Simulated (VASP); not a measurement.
Given:

```
Re
1.0
    1.38613    -2.40084     0.00000
    1.38613     2.40084     0.00000
    0.00000     0.00000     4.48563
Re
2
Direct
  0.33333   0.66667   0.25000
  0.66667   0.33333   0.75000
```

The numbers are results of PBE GGA, VASP's PBE PAW potentials (set 64) (plane waves; VASP), not measurements. Run with 530 eV cut-off, 14×14×8 Γ-centred mesh, first-order Methfessel-Paxton smearing of 0.10 eV, potentials Re.

Finite-difference elastic constants of metals are sensitive to mesh and smearing; shear constants can be off by tens of GPa.

Question: Give the elastic stiffness tensor with the ions relaxed (GPa, in the frame of the cell).

Answer: 
|  | xx | yy | zz | yz | xz | xy |
|---|---|---|---|---|---|---|
| xx | 642 | 251 | 227 | 0.0 | 0.0 | 0.0 |
| yy | 251 | 642 | 227 | 0.0 | 0.0 | 0.0 |
| zz | 227 | 227 | 685 | 0.0 | 0.0 | 0.0 |
| yz | 0.0 | 0.0 | 0.0 | 168 | 0.0 | 0.0 |
| xz | 0.0 | 0.0 | 0.0 | 0.0 | 168 | 0.0 |
| xy | 0.0 | 0.0 | 0.0 | 0.0 | 0.0 | 195 |

Question: Estimate the Hill bulk modulus, Hill shear modulus, Young's modulus, Poisson's ratio.

Answer: 
```yaml
hill_bulk_modulus: 375 GPa
hill_shear_modulus: 1890 kbar
Young's modulus: 486 GPa
Poisson's ratio: 0.284
```

Measured: C11 616 GPa (computed value off by +4.1 %), C12 273 GPa (computed value off by -8.0 %), C13 206 GPa (computed value off by +10.1 %), C33 683 GPa (computed value off by +0.3 %), C44 161 GPa (computed value off by +4.5 %), as given by Michael J. Mehl et al., Physical review. B, Condensed matter (1996), arXiv:mtrl-th/9602003. The calculation is for a static lattice, while the measured C11, C12, C13, C33, C44 hold thermal and zero-point effects, which are part of the difference.

The compound is Re in the hcp structure. It was relaxed first.
